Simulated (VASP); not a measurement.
Input:

```
CELL_PARAMETERS angstrom
      2.83000     0.00000     0.00000
      0.00000     2.83000     0.00000
      0.00000     0.00000     4.07000
ATOMIC_POSITIONS crystal
  Ti 0.00000 0.00000 0.00000
  Al 0.50000 0.50000 0.50000
```

Computed with PBE GGA, VASP's PBE PAW potentials (set 64) (plane waves; VASP). Run with 400 eV cut-off, 10×10×7 Γ-centred mesh, first-order Methfessel-Paxton smearing of 0.10 eV, potentials Ti_sv Al.

Question: Give the stress tensor in GPa (positive for a compressed cell).

Answer: 
```
-1.01   0.00   0.00
 0.00  -1.01   0.00
 0.00   0.00  -0.30
```
The pressure is its mean diagonal, -0.77 GPa.

The compound is TiAl in the L1_0 structure. The cell was not relaxed at this level. The electron count is odd and the run is not spin-polarised, which forces a metal.
